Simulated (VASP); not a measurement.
Calculation: PBE GGA, VASP's PBE PAW potentials (set 64) (plane waves; VASP).

A VASP calculation is set up with these files.

### POSCAR
```
LiF
1
    0.0000000000     2.0553000000     2.0553000000
    2.0553000000     0.0000000000     2.0553000000
    2.0553000000     2.0553000000     0.0000000000
Li F
1 1
Direct
  0.0000000000   0.0000000000   0.0000000000
  0.5000000000   0.5000000000   0.5000000000
```

INCAR:
```
SYSTEM = LiF
PREC = Accurate
ENCUT = 520
EDIFF = 1E-6
NELM = 100
ALGO = Normal
LREAL = .FALSE.
LASPH = .TRUE.
ISMEAR = 0
SIGMA = 0.05
GGA = PE
LWAVE = .FALSE.
LCHARG = .FALSE.
ISIF = 2
```

File KPOINTS:
```
Automatic mesh
0
Gamma
8 8 8
0 0 0
```

POTCAR, in this order: Li_sv F (PBE.64 set). Program: vasp_std.

Question: What does the run give for the energy per atom (σ→0), pressure, band gap (on the k-mesh)?

Answer: 
```
Property                           Value
------------------------  --------------
energy per atom (σ→0)     -4819 meV/atom
band gap (on the k-mesh)         8.57 eV
pressure                       -2.43 GPa
```

OSZICAR:
```
...
DAV:   6    -0.962622305559E+01    0.52573E+00   -0.29317E+00   547   0.131E+01    0.145E+00
DAV:   7    -0.963030886289E+01   -0.40858E-02   -0.18340E-02   654   0.154E+00    0.870E-01
DAV:   8    -0.963747299537E+01   -0.71641E-02   -0.17646E-02   725   0.173E+00    0.106E-01
DAV:   9    -0.963756678288E+01   -0.93788E-04   -0.89982E-04   567   0.326E-01    0.439E-02
DAV:  10    -0.963764193494E+01   -0.75152E-04   -0.17740E-04   592   0.124E-01    0.642E-03
DAV:  11    -0.963764515720E+01   -0.32223E-05   -0.22949E-06   680   0.199E-02    0.208E-03
DAV:  12    -0.963764503417E+01    0.12303E-06   -0.62334E-07   539   0.921E-03
   1 F= -.96376450E+01 E0= -.96376450E+01  d E =-.111320E-18
```

The compound is LiF in the rock salt structure. The cell was not relaxed at this level.
